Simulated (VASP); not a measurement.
TiN, 2 atoms in the cell. It takes space group Fm-3m (No. 225, cubic). The conventional cell has a = 4.249 Å, b = 4.249 Å, c = 4.249 Å, α = 90.00°, β = 90.00°, γ = 90.00°. Ti (site symmetry m-3m) is surrounded by 6 N at 2.12 Å. Around N (site symmetry m-3m) lie 6 Ti at 2.12 Å. 

| Property | Result |
| --- | --- |
| Program | VASP 6.6.1 |
| Task | relaxation of cell and atoms |
| Functional | PBE |
| Potentials or basis | VASP PAW PBE potentials, release 64 (Ti_sv, N) |
| Cutoff | 700 eV |
| k mesh | 12 × 12 × 12 |
| Occupations | gaussian, width 0.02 eV |
| Spin | no spin polarisation |
| Further INCAR settings | ALGO = Normal; EDIFF = 1e-07; IBRION = 2; EDIFFG = -0.002; NSW = 80; ISIF = 3 |

Potentials or basis: VASP PAW PBE potentials, release 64 (Ti_sv, N).

Command:

```console
$ cat potpaw_PBE.64/Ti_sv/POTCAR potpaw_PBE.64/N/POTCAR > POTCAR
$ mpirun -np 1 vasp_std > vasp.out
```

Hardware: 1 thread of Intel(R) Xeon(R) Platinum 8488C (Sapphire Rapids), on a shared host.

Problem. How long does it take, and how much memory?

Solution. Wall time 54 s on 1 thread of Intel(R) Xeon(R) Platinum 8488C (Sapphire Rapids) (shared host), peak memory 0.17 GiB. Counts: scf iterations 32, k points 72, ion steps 5.
